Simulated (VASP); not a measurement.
Write the native input for VASP 6.6.1 that does the following.

- Task: single point
- Functional: PBE
- Potentials or basis: VASP PAW PBE potentials, release 64 (O, H, P, Cs_sv)
- Cutoff: 520 eV
- k mesh: 3 × 3 × 2
- Occupations: fermi-dirac, width 0.1 eV
- Spin: no spin polarisation
- Dipole correction: no
- Further INCAR settings: LREAL = Auto; ALGO = Fast; EDIFF = 1e-06; NBANDS = 54

The structure of CsPH2O4 lies in POSCAR:

```
CsPH2O4
1.0
    6.5520190000      0.2865460000     -0.2781070000
    1.0461700000      5.1524660000     -1.0208670000
    0.9039270000      3.6165740000      6.3955220000
O H P Cs
8 4 2 2
Direct
    0.7344597318      0.5427578440      0.0479562051
    0.1290697051      0.8213803375      0.6349222580
    0.1733870871      0.5854436296      0.8804051091
    0.8703317872      0.5343243882      0.2527355074
    0.3052062675      0.7329967942      0.0327764079
    0.0890919629      0.6762661232      0.3130512047
    0.2898498402      0.9318973511      0.7738083807
    0.8467238210      0.0315257195      0.4235321821
    0.5760969348      0.3495541070      0.9785313604
    0.4274099080      0.5627862114      0.8766007776
    0.5127272066      0.8767965059      0.6527544810
    0.5199357276      0.6949813162      0.1355348722
    0.9703716301      0.8416332372      0.0282414384
    0.5713126894      0.9601879005      0.8829215504
    0.2991031641      0.1376913193      0.2562461997
    0.8618871505      0.4164249223      0.6748495761
```

The cell was built by a generator and needn't be a form met in nature.

One way to write it, as run:

INCAR

```
SYSTEM = CsPH2O4
PREC = Accurate
ENCUT = 520
EDIFF = 1E-6
ISMEAR = -1
SIGMA = 0.1
LREAL = Auto
LASPH = .True.
NELM = 100
ALGO = Fast
ISIF = 2
LWAVE = .False.
LCHARG = .False.
GGA = PE
NBANDS = 54
```

KPOINTS

```
regular mesh
0
Gamma
  3 3 2
  0 0 0
```

Potentials or basis: VASP PAW PBE potentials, release 64 (O, H, P, Cs_sv).

Run with:

```console
$ cat potpaw_PBE.64/O/POTCAR potpaw_PBE.64/H/POTCAR potpaw_PBE.64/P/POTCAR potpaw_PBE.64/Cs_sv/POTCAR > POTCAR
$ mpirun -np 1 vasp_std > vasp.out
```

Results of the run:

| Property | Result |
| --- | --- |
| Pressure | -2.9 GPa |
| Largest force | 6.689 eV/Å |
| Band gap on the k mesh | none (metal or under the smearing width) |

Caveat: the k mesh is coarse (spacing up to 0.45 Å⁻¹), so the values aren't converged.

Wall time 2.5 min on 1 thread of Intel(R) Xeon(R) Platinum 8488C (Sapphire Rapids) (shared host), peak memory 0.37 GiB.
